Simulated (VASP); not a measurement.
Consider the following.

```
PbO
1.0
    3.15827     0.00000     0.00000
    0.00000     3.15827     0.00000
    0.00000     0.00000     3.15827
Pb O
1 1
Direct
  0.00000   0.00000   0.00000
  0.50000   0.50000   0.50000
```

Method: PBEsol GGA, VASP's PBE PAW potentials (set 64) (plane waves; VASP). Numerical set-up: 620 eV cut-off, 8×8×8 Γ-centred mesh, Gaussian smearing of 0.050 eV, potentials Pb_d O.

Energy and stress use the plane-wave basis of the starting cell.

### Question
The ions, cell shape and volume at an external pressure of 5.0 GPa are relaxed. Predict the relaxed structure.

### Answer

```
PbO
1.0
    3.11482     0.00000     0.00000
    0.00000     3.11482     0.00000
    0.00000     0.00000     3.11482
Pb O
1 1
Direct
  0.00000   0.00000   0.00000
  0.50000   0.50000   0.50000
```
Space group Pm-3m (221), at a tolerance of 0.03 Å.

### Question
How do energy and volume change from the first to the last step?

### Answer
The energy (σ→0) changes by +9.5 meV/atom and the volume by -4.1 %, in 3 ionic steps.

The structure was generated: PbO was put into the CsCl type type (Pm-3m), which need not be its known phase. This run relaxes it under an external pressure of 5 GPa. Symmetry was kept, so distortions that lower it aren't found.
